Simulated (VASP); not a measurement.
A VASP calculation is set up with these files.

### KPOINTS
```
Automatic
0
Gamma
  10 10 5
```

POSCAR:
```
Zn
1
    1.3300000000    -2.3036280000     0.0000000000
    1.3300000000     2.3036280000     0.0000000000
    0.0000000000     0.0000000000     4.9500000000
Zn
2
Direct
  0.3333330000   0.6666670000   0.2500000000
  0.6666670000   0.3333330000   0.7500000000
```

### INCAR
```
SYSTEM = Zn
PREC = Accurate
ENCUT = 300
EDIFF = 1E-6
NELM = 100
ALGO = Normal
LREAL = .FALSE.
LASPH = .TRUE.
ISMEAR = 0
SIGMA = 0.2
GGA = PE
LMAXMIX = 4
LWAVE = .FALSE.
LCHARG = .FALSE.
ISIF = 3
IBRION = 2
NSW = 50
EDIFFG = -0.01
```

POTCAR, in this order: Zn (PBE.64 set). Program: vasp_std.

Q: Write an equivalent input for Quantum ESPRESSO's pw.x.

A: One equivalent input (not run):
```
&CONTROL
  calculation = 'vc-relax'
  pseudo_dir = './pseudo'
  outdir = './out'
  tprnfor = .true.
  tstress = .true.
  nstep = 50
  forc_conv_thr = 0.00039
/
&SYSTEM
  ibrav = 0
  nat = 2
  ntyp = 1
  ecutwfc = 84
  occupations = 'smearing'
  smearing = 'gaussian'
  degauss = 0.0147
  input_dft = 'pbe'
/
&ELECTRONS
  conv_thr = 7.3e-08
  electron_maxstep = 100
/
&IONS
/
&CELL
/
ATOMIC_SPECIES
  Zn 65.380 Zn.upf
CELL_PARAMETERS angstrom
     1.3300000   -2.3036280    0.0000000
     1.3300000    2.3036280    0.0000000
     0.0000000    0.0000000    4.9500000
ATOMIC_POSITIONS crystal
  Zn   0.3333330  0.6666670  0.2500000
  Zn   0.6666670  0.3333330  0.7500000
K_POINTS automatic
  10 10 5 0 0 0
```
The two are equivalent in intent, not identical: the potentials are each code's own (VASP's PAW set, PseudoDojo norm-conserving files in pw.x), so ENCUT and ecutwfc are chosen apart and not converted; conv_thr bounds pw.x's estimated SCF error, while EDIFF bounds the energy change between steps; forc_conv_thr acts on force components and is met together with etot_conv_thr.

The structure is a typed Zn crystal (P6_3/mmc). This run relaxes it. Symmetry was kept, so distortions that lower it aren't found. The run is one of a series of settings (EDIFFG = -0.01, IBRION = 2, ISIF = 3, NSW = 50 against the base run), some of them coarse on purpose.
